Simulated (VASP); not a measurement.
Given:

```
CELL_PARAMETERS angstrom
      0.00000     2.69817     2.69817
      2.69817     0.00000     2.69817
      2.69817     2.69817     0.00000
ATOMIC_POSITIONS crystal
  Zr 0.00000 0.00000 0.00000
  Si 0.50000 0.50000 0.50000
```

Computed with PBE GGA, VASP's PBE PAW potentials (set 64) (plane waves; VASP). Settings: 400 eV cut-off, 11×11×11 Γ-centred mesh, first-order Methfessel-Paxton smearing of 0.10 eV, potentials Zr_sv Si.

Task: Estimate the energy per atom (σ→0), band gap (on the k-mesh) with the smallest direct gap where there is one.

Result: 
| Quantity | Result |
|---|---|
| band gap (on the k-mesh) | none (metal, semimetal or under 0.01 eV) |
| energy per atom (σ→0) | -7.674 eV/atom |

Total energies compare only between runs with the same potentials, cut-off and functional.

The structure was generated: ZrSi was put into the rock salt type (Fm-3m), which need not be its known phase. It was relaxed first, which changed the volume by -33 %. The start is the result of an earlier pass.
